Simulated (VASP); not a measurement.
Nb3Sn (A15) is relaxed at rising pressure, each step from the one before. Symmetry mostly holds the structure type, and other phases were not tried. The mesh follows the cell, and a change of mesh leaves a small step in the series.

Here is the system:

```cif
data_Nb6Sn2
_chemical_formula_sum 'Nb6 Sn2'
_space_group_name_H-M_alt 'Pm-3n'
_space_group_IT_number 223
_space_group_name_Hall '-P 4n 2 3'
_cell_length_a 5.25540
_cell_length_b 5.25540
_cell_length_c 5.25540
_cell_angle_alpha 90.000
_cell_angle_beta 90.000
_cell_angle_gamma 90.000
loop_
_atom_site_label
_atom_site_type_symbol
_atom_site_symmetry_multiplicity
_atom_site_Wyckoff_symbol
_atom_site_fract_x
_atom_site_fract_y
_atom_site_fract_z
_atom_site_occupancy
Nb1 Nb 6 c 0.00000 0.50000 0.25000 1
Sn1 Sn 2 a 0.00000 0.00000 0.00000 1
```

Method: PBEsol GGA, VASP's PBE PAW potentials (set 64) (plane waves; VASP). Settings: 500 eV cut-off, 6×6×6 Γ-centred mesh, first-order Methfessel-Paxton smearing of 0.10 eV, potentials Nb_sv Sn_d.

Unless said otherwise, spin-orbit coupling is left out, though it shifts the bands of the heavy elements here.

| P (GPa) | V (Å³/atom) | H − H(0) (eV/atom) | space group | gap on the mesh (eV) | k-mesh |
|---|---|---|---|---|---|
| 0 | 18.14 | 0.000 | Pm-3n | 0.00 | 6×6×6 |
| 5 | [?] | [?] | Pm-3n | 0.00 | 6×6×6 |
| 10 | 17.25 | 1.104 | Pm-3n | 0.00 | 6×6×6 |
| 20 | 16.53 | 2.158 | Pm-3n | 0.00 | 6×6×6 |
| 30 | [?] | [?] | Pm-3n | 0.00 | 6×6×6 |
| 45 | 15.20 | 4.628 | Pm-3n | 0.00 | 6×6×6 |

Q: Fill in the missing entries.

A: 
- 30, V (Å³/atom): 15.94
- 30, H − H(0) (eV/atom): 3.171
- 5, V (Å³/atom): 17.67
- 5, H − H(0) (eV/atom): 0.559

Pressures at which the relaxation failed are left out.

The compound is Nb3Sn in the A15 structure.
